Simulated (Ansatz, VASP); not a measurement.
# H3C5I2N: VASP beside Ansatz, part 2 of 2

Wanted: the spread between two codes on one cell, functional and k mesh. The cell is taken from a series of runs on this material, whose earlier steps may have relaxed, scaled, displaced or heated it; both programs get it as it stands.

VASP 6.6.1 and Ansatz 0.2.0.

So far: Starting point; VASP: single point, PBE; Ansatz: single point, PBE; Comparison.

### Step 5. VASP: single point, LDA

Level of this step: LDA; plane waves and PAW (I, N, C, H) (VASP).

A single point gives forces, pressure and levels at one fixed geometry, so differences don't come from the geometry; what else differs is listed under the comparison.

INCAR

```
SYSTEM = H3C5I2N
PREC = Accurate
ENCUT = 520
EDIFF = 1E-06
NELM = 120
ISMEAR = 0
SIGMA = 0.01
LREAL = .FALSE.
ALGO = Normal
GGA = PW92
NBANDS = 32
LORBIT = 11
LWAVE = .FALSE.
LCHARG = .FALSE.
ISIF = 2
LASPH = .TRUE.
GGA_COMPAT = .FALSE.
EFERMI = MIDGAP
KPAR = 2
```

POSCAR

```
H3C5I2N
1.0
    0.0000000000      8.5055000000      3.0979500000
    3.4019500000      0.0000000000      3.0979500000
    3.4019500000      8.5055000000      0.0000000000
I N C H
2 1 5 3
Direct
    0.3156920000      0.9739080000      0.0260920000
    0.9739080000      0.3156920000      0.6843080000
    0.2135000000      0.2135000000      0.7865000000
    0.6580000000      0.6580000000      0.3420000000
    0.6207000000      0.4787000000      0.5213000000
    0.4787000000      0.6207000000      0.3793000000
    0.3920000000      0.2604000000      0.7396000000
    0.2604000000      0.3920000000      0.6080000000
    0.8086000000      0.8086000000      0.1914000000
    0.7405000000      0.5025000000      0.4975000000
    0.5025000000      0.7405000000      0.2595000000
```

KPOINTS

```
Automatic mesh
0
Gamma
5 5 5
0 0 0
```

The projector-augmented-wave data sets are I, N, C and H (LDA family, release 64).

Started as:

```bash
mpirun -np 2 vasp_std
```

Numbers of over 12 decimals in the logs are rounded to 6 here.

Output:

```text
[banner, memory and clock lines left out]
running    2 mpi-ranks, on    1 nodes
[...]
|                                                                             |
|               ----> ADVICE to this user running VASP <----                  |
|                                                                             |
|     You enforced a specific xc type in the INCAR file but a different       |
|     [... a line on the potential file left out ...]
|     I HOPE YOU KNOW WHAT YOU ARE DOING!                                     |
|                                                                             |

 LDA part: xc-table for (Slater(with rela. corr.)+PW92), standard interpolation
 POSCAR, INCAR and KPOINTS ok, starting setup
[...]
entering main loop
       N       E                     dE             d eps       ncg     rms          rms(c)
DAV:   1     0.212913720214E+03    0.21291E+03   -0.18377E+04  1728   0.112E+03
DAV:   2    -0.555613174082E+02   -0.26848E+03   -0.26049E+03  2272   0.229E+02
DAV:   3    -0.791604382931E+02   -0.23599E+02   -0.23430E+02  2144   0.716E+01
DAV:   4    -0.796240729756E+02   -0.46363E+00   -0.46317E+00  2256   0.120E+01
[...]
DAV:  13    -0.702887467851E+02   -0.23442E-05   -0.23170E-05  2152   0.255E-02    0.205E-02
DAV:  14    -0.702887482514E+02   -0.14664E-05   -0.16290E-05  2216   0.201E-02    0.562E-03
DAV:  15    -0.702887481973E+02    0.54155E-07   -0.22893E-06  1856   0.916E-03
   1 F= -.70288748E+02 E0= -.70288748E+02  d E =0.000000E+00
```

From OUTCAR (step 5):

```text
  Total       -1.0153930     11.6310003     10.3713054      0.0000000      0.0000000      0.0000000
  in kB       -9.0742885    103.9430540     92.6855073      0.0000000      0.0000000      0.0000000
  external PRESSURE =      62.5180909 kB  Pullay stress =       0.0000000 kB

 POSITION                                       TOTAL-FORCE (eV/Angst)
 -----------------------------------------------------------------------------------
      3.40195      2.90704      3.99512         0.000000     -0.068638      0.030839
      3.40195     14.10396      3.99512         0.000000      0.068638      0.030839
      3.40195      8.50550      1.32282         0.000000      0.000000      0.599455
      3.40195      8.50550      4.07690         0.000000      0.000000     -7.837862
      3.40195      9.71328      3.40589         0.000000     -7.826253     -4.714171
      3.40195      7.29772      3.40589         0.000000      7.826253     -4.714171
      3.40195      9.62482      2.02110         0.000000      0.394364     -0.280974
      3.40195      7.38618      2.02110         0.000000     -0.394364     -0.280974
      3.40195      8.50550      5.01000         0.000000      0.000000      8.761719
      3.40195     10.52981      3.85075         0.000000      7.681770      4.202651
      3.40195      6.48119      3.85075         0.000000     -7.681770      4.202651
 -----------------------------------------------------------------------------------
    total drift:                               -0.000003     -0.000002     -0.001393

  FREE ENERGIE OF THE ION-ELECTRON SYSTEM (eV)
  ---------------------------------------------------
  free  energy   TOTEN  =       -70.2887481973 eV

  energy  without entropy=      -70.2887481973  energy(sigma->0) =      -70.28874820

[... 2 parts as in an earlier step ...]

[... 1 further part left out ...]
[key lines of the parts left out:]
E-fermi :   2.3616
```

The run ends at a pressure of 6.25 GPa, with forces up to 9.1 eV/Å.

### Step 6. Ansatz: single point, LDA

The same cell, functional (in two slightly different forms) and mesh now go to Ansatz, which takes its cutoff from its data sets.

The cell is taken from a series of runs on this material, whose earlier steps may have relaxed, scaled, displaced or heated it; both programs get it as it stands.

input.yaml

```yaml
crystal:
  lattice:
    - [0.0, 8.5055, 3.09795]
    - [3.40195, 0.0, 3.09795]
    - [3.40195, 8.5055, 0.0]
  atoms:
    - { symbol: I, position: [0.315692, 0.973908, 0.026092] }
    - { symbol: I, position: [0.973908, 0.315692, 0.684308] }
    - { symbol: "N", position: [0.2135, 0.2135, 0.7865] }
    - { symbol: C, position: [0.658, 0.658, 0.342] }
    - { symbol: C, position: [0.6207, 0.4787, 0.5213] }
    - { symbol: C, position: [0.4787, 0.6207, 0.3793] }
    - { symbol: C, position: [0.392, 0.2604, 0.7396] }
    - { symbol: C, position: [0.2604, 0.392, 0.608] }
    - { symbol: H, position: [0.8086, 0.8086, 0.1914] }
    - { symbol: H, position: [0.7405, 0.5025, 0.4975] }
    - { symbol: H, position: [0.5025, 0.7405, 0.2595] }
kpoints:
  mp_grid: { grid: [5, 5, 5] }
scf:
  occupations: { method: fixed }
hamiltonian:
  xc: lda
  pseudopotentials: { kind: paw }
output:
  optics:
    e_range: [0, 14]
    de: 0.05
    sigma: 0.15
    nscf_kmesh: { grid: [6, 6, 6] }
    bands: { spectra_wanted_up_to: 14 }
```

Started as:

```bash
ansatz run input.yaml --threads 4 --pin off --max-ram 8192MiB --backend cpu --events-out ev --progress --plain --runs-dir out
```

Output:

```text
[...]
Crystal: 11 atoms, lattice volume = 179.280 Å³
Basis set: ecut = 420 eV, 3517 PW (Γ)
Bands: 42, of which v1, the nominal top of the filled ones, is band 31 counted from 1 (30 counted from 0)
Symmetry: 4 space group operations
[...]
k-points: 27 of 125 (time reversal used)
[...]
--- Band table (eV; the first three rows and the last of 27) ---
  k-point 0: bands = [... 27 lower, 1.6732, 1.7658, 1.8270, 2.2235, 5.6826, 5.8663, 6.2738, 6.4186, ... 7 higher]
  k-point 1: bands = [... 27 lower, 1.6451, 1.7412, 1.8704, 2.1197, 5.7595, 5.8909, 6.2387, 6.5979, ... 7 higher]
  k-point 2: bands = [... 27 lower, 1.5296, 1.7539, 1.9539, 2.1472, 5.8462, 6.0287, 6.3690, 6.7258, ... 7 higher]
  k-point 26: bands = [... 27 lower, 1.3238, 1.5237, 1.7125, 2.1344, 5.6776, 5.9414, 6.3641, 6.9741, ... 7 higher]
[key lines of the parts left out:]
SCF converged after 12 iterations
Free energy (F): -16343.391113 eV
Fermi energy:    2.562385 eV
```

### Step 7. Side by side

What differs besides the data sets and the points named for the pairs above, as far as they apply: the data sets hold 62 valence electrons in Ansatz (on its default PAW (the set named soft_2) files) and 42 in VASP; VASP's log shows a relativistic correction to its local exchange, Ansatz's none. Total energies have different zeros and are not compared.

The two programs side by side:

| quantity | Ansatz | VASP | difference |
| --- | --- | --- | --- |
| gap on the k mesh (eV) | 3.071 | 3.068 | +0.003 |

A gap on the mesh is an upper bound, since the band edges may lie between its points.

### Step 8. Outcome

| Quantity | Value |
| --- | --- |
| difference in gap on the k mesh (single point, PBE) | -0.0013 eV |
| difference in gap on the k mesh (single point, LDA) | 0.0028 eV |

The difference in gap on the k mesh is 0.0028 eV (single point, LDA), within the 0.08 eV picked in this series as the mark of a large difference. The data sets hold unlike numbers of valence electrons (62 in Ansatz and 42 in VASP), so part of the differences comes from the potentials. Such differences can come from data sets, numerical settings and the points named under the comparisons, not from the functional's error against experiment.

[Lines on the potential files, build, host, timing and source positions are cut from VASP's logs without a mark.]

[Logs are printed without paths, hosts, clocks, repeated set-up lines and the standing remarks that a program may print on its own settings, such as how far it seeks lower states.]

[Hosts, paths, dates, database ids (printed as entryN), source tags and the programs' standing remarks are cut or masked in the printed files.]
